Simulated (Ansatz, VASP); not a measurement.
# W (Tungsten): VASP beside Ansatz, part 2 of 2

Aim: how closely do two programs agree when they are given the same cell, functional and k mesh? The cell is taken from a series of runs on this material, whose earlier steps may have relaxed, scaled, displaced or heated it; both programs get it as it stands.

VASP 6.6.1 and Ansatz 0.2.0.

So far: Starting point; VASP: elastic constants, BLYP.

### 3. Ansatz: elastic constants, BLYP

Level of this step: Ansatz beside VASP: Kohn-Sham DFT, plane waves, BLYP (Ansatz).

Ansatz runs on its default PAW (the set named soft_2) files.

The same cell, functional (in two slightly different forms), mesh and smearing now go to Ansatz, which takes its cutoff from its data sets.

input.yaml

```yaml
crystal:
  lattice:
    - [-1.6098418412, 1.6098418412, 1.6098418412]
    - [1.6098418412, -1.6098418412, 1.6098418412]
    - [1.6098418412, 1.6098418412, -1.6098418412]
  atoms:
    - { symbol: W, position: [0.0, 0.0, 0.0] }
kpoints:
  mp_grid: { grid: [36, 36, 36] }
hamiltonian:
  xc: blyp
scf:
  occupations: { method: methfessel_paxton, width: 0.25 }
output:
  forces: true
  stress: true
  eigenvalues: true
elastic:
  mode: relaxed_ion
  stencil: two_point
  amplitude: 0.01
```

The run is started by

```
$ ansatz run input.yaml --threads 4 --pin off --max-ram 16384MiB --backend cpu --events-out ev --progress --plain --runs-dir out
```

Numbers of over 12 decimals in the logs are rounded to 6 here.

The program printed:

```text
Engine: ansatz 0.2.0, aarch64-unknown-linux-gnu
Pseudopotentials: kind: paw
Pseudopotential: W, paw, valence charge 14, recommended cutoff 420 eV (normal), W.paw.azcp
Functional definition: BLYP
  parameter beta = 0.0042
  parameter a = 0.04918
  parameter b = 0.132
  parameter c = 0.2533
  parameter d = 0.349
  exchange = b88_x(beta = beta)
  correlation = lyp_c(a = a, b = b, c = c, d = d)
Crystal: 1 atoms, lattice volume = 16.688 Å³
Basis set: ecut = 420 eV, 321 PW (Γ), exchange–correlation on 40×40×40 points (8 copies of the dense FFT grid, shifted against one another)
Bands: 11, of which v1, the nominal top of the filled ones, is band 7 counted from 1 (6 counted from 0)
Symmetry: 48 space group operations
Space group: Im-3m (ITA 229), of the structure as read, at distance tolerance 2.6e-5 Å
k-points: 1240 of 46656
Non-local potential: W, projectors of the file, l = 0: 3, l = 1: 2, l = 2: 2, l = 3: 1
PAW form: soft (Blöchl's): semilocal exchange-correlation on the pseudo side does not see the compensation charge
PAW frozen core: W, regenerated for the run's functional, and the local potential with it (the file was generated under x = pbe(κ = 0.804, μ = 0.219515), c = pbe(β = 0.066725))
PAW one-centre angular grid: W, 590 points (default); XC on 64 Gauss nodes
Initial density: superposition of atomic densities (neutral atoms: chi_scale 0, normalization atom), corrected by the library's trained network
Initial wavefunctions: pseudopotential atomic-orbital guess
Functional: x = b88, c = lyp
SCF iter   1: F=—  HF=-10408.926449 eV  |F-HF|=—  |Δ(HF+E_count)|=         —  Δρ=1.01e-2  dr2=1.80e-2  ethr=1.77e-3  ⟨swp⟩=5.0  Hψ=72147  notcnv=0
preconditioner: auto → none  [metal: Δε(μ)=0.004 eV  Ē_g=8.469 eV  σ=0.250 eV  W_gap=0.01  n_scr=0 (ndim 8)  ℏωp=22.3 eV  f_vac=0.000  D(μ)=0.53/eV (n_scr^D=0)]
SCF iter   2: F=—  HF=-10408.920248 eV  |F-HF|=—  |Δ(HF+E_count)|=   6.20e-3  S|Δr|=    0.00e0  Δρ=3.24e-3  dr2=1.01e-3  ethr=1.29e-4  ⟨swp⟩=1.4  Hψ=25129  notcnv=0
SCF iter   3: F=—  HF=-10408.920251 eV  |F-HF|=—  |Δ(HF+E_count)|=   3.38e-6  S|Δr|=    0.00e0  Δρ=1.01e-3  dr2=6.62e-5  ethr=7.22e-6  ⟨swp⟩=2.0  Hψ=15797  notcnv=0
SCF iter   4: F=—  HF=-10408.920274 eV  |F-HF|=—  |Δ(HF+E_count)|=   2.31e-5  S|Δr|=    0.00e0  Δρ=7.49e-5  dr2=2.82e-7  ethr=4.73e-7  ⟨swp⟩=2.2  Hψ=22208  notcnv=0
SCF iter   5: F=—  HF=-10408.920276 eV  |F-HF|=—  |Δ(HF+E_count)|=   2.21e-6  S|Δr|=    0.00e0  Δρ=1.20e-5  dr2=1.77e-8  ethr=2.01e-9  ⟨swp⟩=2.0  Hψ=21376  notcnv=0
SCF iter   6: F=—  HF=-10408.920276 eV  |F-HF|=—  |Δ(HF+E_count)|=   7.75e-9  S|Δr|=    0.00e0  Δρ=1.32e-6  dr2=1.68e-10  ethr=1.26e-10  ⟨swp⟩=2.0  Hψ=20195  notcnv=0
SCF iter   7: F=—  HF=-10408.920276 eV  |F-HF|=—  |Δ(HF+E_count)|=  1.64e-11  S|Δr|=    0.00e0  Δρ=4.69e-8  dr2=1.89e-13  ethr=1.20e-12  ⟨swp⟩=2.0  Hψ=21197  notcnv=0
SCF iter   8: F=-10408.920276 eV  HF=-10408.920276 eV  |F-HF|=7.28e-12  |Δ(HF+E_count)|=  5.46e-12  S|Δr|=    0.00e0  Δρ=2.55e-9  dr2=2.37e-16  ethr=1.00e-12  ⟨swp⟩=4.9  Hψ=42922  notcnv=0
SCF 1 converged in 8 iterations: F = -10408.920276 eV  dr2 = 2.37e-16
  greatest PAW one-centre occupation: 1.000 electrons in one spin orbital (limit 2), on the W atom at site 0 (counted from 0), in its partial waves of l = 0
Crystal: 1 atoms, lattice volume = 16.521 Å³
Symmetry: 16 space group operations
k-points: 3349 of 46656
Initial density: handed on by an earlier stage of this run
Initial wavefunctions: those handed on with the density
iter 1 solved again at ethr=4.53e-7 eV; its pass at ethr=3.10e-3 eV (dr2=6.34e-5 eV) is discarded
SCF iter   1: F=—  HF=-10408.917800 eV  |F-HF|=—  |Δ(HF+E_count)|=         —  Δρ=1.04e-3  dr2=7.43e-5  ethr=4.53e-7  ⟨swp⟩=2.4  Hψ=260239  notcnv=0  defer=8
preconditioner: auto → none  [metal: Δε(μ)=0.001 eV  Ē_g=8.594 eV  σ=0.250 eV  W_gap=0.00  n_scr=0 (ndim 8)  ℏωp=22.4 eV  f_vac=0.000  D(μ)=0.52/eV (n_scr^D=0)]
[...]
SCF 2 converged in 7 iterations: F = -10408.917807 eV  dr2 = 1.63e-14
Crystal: 1 atoms, lattice volume = 16.855 Å³
[...]
preconditioner: auto → none  [metal: Δε(μ)=0.002 eV  Ē_g=8.410 eV  σ=0.250 eV  W_gap=0.01  n_scr=0 (ndim 8)  ℏωp=22.2 eV  f_vac=0.000  D(μ)=0.52/eV (n_scr^D=0)]
[...]
SCF 3 converged in 6 iterations: F = -10408.917935 eV  dr2 = 5.47e-14
Symmetry: 8 space group operations
k-points: 6346 of 46656
[...]
preconditioner: auto → none  [metal: Δε(μ)=0.000 eV  Ē_g=8.502 eV  σ=0.250 eV  W_gap=0.00  n_scr=0 (ndim 8)  ℏωp=22.3 eV  f_vac=0.000  D(μ)=0.52/eV (n_scr^D=0)]
[...]
SCF iter   5: F=—  HF=-10408.919663 eV  |F-HF|=—  |Δ(HF+E_count)|=   1.13e-9  S|Δr|=    0.00e0  Δρ=1.10e-6  dr2=1.85e-10  ethr=1.88e-11  ⟨swp⟩=2.2  Hψ=105611  notcnv=0  defer=3
SCF iter   6: F=—  HF=-10408.919663 eV  |F-HF|=—  |Δ(HF+E_count)|=  5.09e-11  S|Δr|=    0.00e0  Δρ=2.00e-7  dr2=2.06e-12  ethr=1.32e-12  ⟨swp⟩=2.0  Hψ=103435  notcnv=0  defer=3
SCF iter   7: F=-10408.919663 eV  HF=-10408.919663 eV  |F-HF|=1.82e-12  |Δ(HF+E_count)|=  9.09e-12  S|Δr|=    0.00e0  Δρ=3.59e-8  dr2=4.58e-14  ethr=1.00e-12  ⟨swp⟩=5.0  Hψ=246889  notcnv=0
SCF 4 converged in 7 iterations: F = -10408.919663 eV  dr2 = 4.58e-14
iter 1 solved again at ethr=9.45e-10 eV; its pass at ethr=3.10e-3 eV (dr2=1.32e-7 eV) is discarded
SCF iter   1: F=—  HF=-10408.919647 eV  |F-HF|=—  |Δ(HF+E_count)|=         —  Δρ=1.07e-4  dr2=1.23e-7  ethr=9.45e-10  ⟨swp⟩=2.0  Hψ=450519  notcnv=0  defer=1
preconditioner: auto → none  [metal: Δε(μ)=0.001 eV  Ē_g=8.502 eV  σ=0.250 eV  W_gap=0.00  n_scr=0 (ndim 8)  ℏωp=22.3 eV  f_vac=0.000  D(μ)=0.52/eV (n_scr^D=0)]
SCF iter   2: F=—  HF=-10408.919659 eV  |F-HF|=—  |Δ(HF+E_count)|=   1.19e-5  S|Δr|=    0.00e0  Δρ=5.35e-5  dr2=2.50e-8  ethr=8.75e-10  ⟨swp⟩=1.0  Hψ=69660  notcnv=0  defer=1
SCF iter   3: F=—  HF=-10408.919663 eV  |F-HF|=—  |Δ(HF+E_count)|=   3.92e-6  S|Δr|=    0.00e0  Δρ=4.38e-6  dr2=3.87e-10  ethr=1.79e-10  ⟨swp⟩=2.0  Hψ=88571  notcnv=0  defer=1
SCF iter   4: F=—  HF=-10408.919663 eV  |F-HF|=—  |Δ(HF+E_count)|=   2.36e-8  S|Δr|=    0.00e0  Δρ=3.20e-7  dr2=7.70e-12  ethr=2.76e-12  ⟨swp⟩=2.0  Hψ=102258  notcnv=0  defer=1
SCF iter   5: F=—  HF=-10408.919663 eV  |F-HF|=—  |Δ(HF+E_count)|=  7.28e-12  S|Δr|=    0.00e0  Δρ=1.55e-7  dr2=4.76e-13  ethr=5.50e-14 (applied; sched 1.00e-12)  ⟨swp⟩=3.0  Hψ=113167  notcnv=0  defer=143
SCF iter   6: F=-10408.919663 eV  HF=-10408.919663 eV  |F-HF|=9.09e-12  |Δ(HF+E_count)|=  1.82e-11  S|Δr|=    0.00e0  Δρ=5.60e-9  dr2=2.31e-15  ethr=1.00e-12  ⟨swp⟩=4.6  Hψ=211437  notcnv=0
SCF 5 converged in 6 iterations: F = -10408.919663 eV  dr2 = 2.31e-15
SCF converged after 8 iterations
Stability not checked: this state was not tested for a lower state beside it, because cold or Methfessel-Paxton smearing, or corrected tetrahedra, fill the levels in a way that the test cannot read (fill_not_monotonic; see scf.lower_state_search)
Free energy (F): -10408.920276 eV
Harris-Foulkes:  -10408.920276 eV  (|F-HF|=7.28e-12)
Internal energy: -10408.920288 eV  (E = F + TS)
E sigma→0 (E₀):  -10408.920279 eV
Entropy (-TS):   0.000012 eV (0.012 meV/atom)
Fermi energy:    21.860459 eV
--- Per-component energies (eV) ---
  E_band       = -91.699635
  E_kinetic    = 448.829953
  E_local      = -637.210979  (includes V_loc(G=0)·N_el)
  E_nonlocal   = 0.410167
  E_hartree    = 226.916880
  E_xc         = -262.488670
  E_vxc        = -233.108374  (∫ρ·V_xc dr)
  E_paw        = -8590.516547  (= ΣΔE_a)
  E_vpaw       = -124.454103  (= ΣTr[D̂ρ^β])
  E_aug_tail   = -0.000059  (compensation charges beyond the density's cutoff)
  E_ewald      = -1595.051040
  E_core_change = 0.190007  (= ΣΔE_core)
  E_smearing   = 0.000012  (= −TS)
  E_closure    = 0.000000  (closes the sum)
  Σ components = -10408.920276   (vs F -10408.920276, Δ=0.00e0)
--- Forces (eV/Å), atoms counted from 1 ---
  atom   1  W      0.00000000    -0.00000000     0.00000000
  max |Σ_I F_I| component: 6.57e-32 eV/Å
--- Stress (GPa, compression-positive) ---
        0.008755       0.000000       0.000000
       -0.000000       0.008755      -0.000000
       -0.000000      -0.000000       0.008755
  P = ⅓ Tr σ = 0.0088 GPa (0.088 kbar)
--- Band table (eV; the first three rows and the last of 1240) ---
  k-point 0: bands = [... 3 lower, -16.0361, 12.6667, 20.6157, 20.6157, 20.6157, 23.9237, 23.9237, 36.4426]
  k-point 1: bands = [... 3 lower, -16.0362, 12.7022, 20.5950, 20.6123, 20.6496, 23.8895, 23.9241, 36.4722]
  k-point 2: bands = [... 3 lower, -16.0362, 12.8079, 20.5338, 20.6004, 20.7508, 23.7943, 23.9256, 36.5576]
  k-point 1239: bands = [... 3 lower, -16.8053, 16.4801, 16.4801, 26.5299, 26.5299, 26.5299, 29.8648, 29.8648]
--- Elastic constants: 2 strain directions × 2 members + reference (group order 48) ---
  dense FFT box of the reference and of every strained cell: 20×20×20
  strains applied: 11, 23; error gains: componentwise 1.00 (the most a stress slope's error grows in a printed constant), spectral 1.73 (1 for all six strains in a standard setting)
  C = ∂σ_k/∂η_j (tension-positive GPa; Voigt order 11 22 33 23 13 12):
       461.923    182.221    182.221      0.000     -0.000     -0.000
       182.221    461.923    182.221     -0.000     -0.000      0.000
       182.221    182.221    461.923     -0.000      0.000     -0.000
         0.000     -0.000     -0.000    117.721     -0.000     -0.000
         0.000      0.000      0.000      0.000    117.721     -0.000
        -0.000      0.000      0.000     -0.000     -0.000    117.721
  reference stress σ⁰ (GPa):     -0.009     -0.009     -0.009      0.000      0.000      0.000
  C* (energy form; C + prestress term) asymmetry max|C*_kj − C*_jk| = 2.842e-14 GPa — a small one proves nothing (zero by symmetry where the batch's group is 432, −43m or m−3m); a large one is finite-difference/SCF noise where every solve meets its electron count
  moduli (Voigt/Reuss/Hill, GPa): K = 275.46/275.46/275.46   G = 126.57/125.68/126.12   E = 328.27   ν = 0.301
  mechanically stable: yes (min eigenvalue of sym C = 117.72 GPa)
  strain η (Voigt 11):  stress-route row diagonal C_11 = 461.92 GPa, energy-path curvature d²(F+E_count+ΔE)/dδ²/Ω₀ = 461.78 GPa
         δ    σ_11 (GPa)             F (eV)   n_scf  n_hpsi   n_pw
    -1.000e-2      -4.7862      -10408.9178070       7  661231    337   relax 0 steps, max|allowed force component| 0.00e0 eV/Å
     1.000e-2       4.4523      -10408.9179352       6  586020    362   relax 0 steps, max|allowed force component| 0.00e0 eV/Å
  strain η (Voigt 23):  stress-route row diagonal C_44 = 117.72 GPa, energy-path curvature d²(F+E_count+ΔE)/dδ²/Ω₀ = 117.72 GPa
         δ    σ_23 (GPa)             F (eV)   n_scf  n_hpsi   n_pw
    -1.000e-2      -1.1772      -10408.9196630       7  1235679    342   relax 0 steps, max|allowed force component| 0.00e0 eV/Å
     1.000e-2       1.1772      -10408.9196630       6  1111756    342   relax 0 steps, max|allowed force component| 0.00e0 eV/Å
```

### 4. Comparison

Known differences besides the potentials themselves: the data sets hold 14 valence electrons in Ansatz (on its default PAW (the set named soft_2) files) and 6 in VASP; the cutoff is 420 eV in Ansatz and 600 eV in VASP; Ansatz makes its cores anew for this functional, VASP keeps those of its PBE data sets; VASP's log shows a relativistic correction to its local exchange, Ansatz's none; VASP takes each elastic constant from one size of strain, Ansatz from those that its log lists. Total energies have different zeros and are not compared.

The two programs side by side:

```tsv
quantity	Ansatz	VASP	difference
C11 (GPa)	461.9	467.8	-1.25 %
C22 (GPa)	461.9	467.8	-1.25 %
C33 (GPa)	461.9	467.8	-1.25 %
C12 (GPa)	182.2	184.1	-1.03 %
C13 (GPa)	182.2	184.1	-1.03 %
C23 (GPa)	182.2	184.1	-1.03 %
C44 (GPa)	117.7	113.2	+3.97 %
C55 (GPa)	117.7	113.2	+3.97 %
C66 (GPa)	117.7	113.2	+3.97 %
```

### 5. Summary of results

```yaml
difference_in_c44_elastic_constants_blyp: 4.0 %
```

**Reading.** The difference in C44 is 4.0 % (elastic constants, BLYP), within the 5 % picked in this series as the mark of a large difference. The data sets hold unlike numbers of valence electrons (14 in Ansatz and 6 in VASP), so part of the differences comes from the potentials. How closely two codes agree says nothing of how well the functional describes the real material.

[Lines on the potential files, build, host, timing and source positions are cut from VASP's logs without a mark.]

[Logs are printed without paths, hosts, clocks, repeated set-up lines and the standing remarks that a program may print on its own settings, such as how far it seeks lower states.]

[Hosts, paths, dates, database ids (printed as entryN), source tags and the programs' standing remarks are cut or masked in the printed files.]
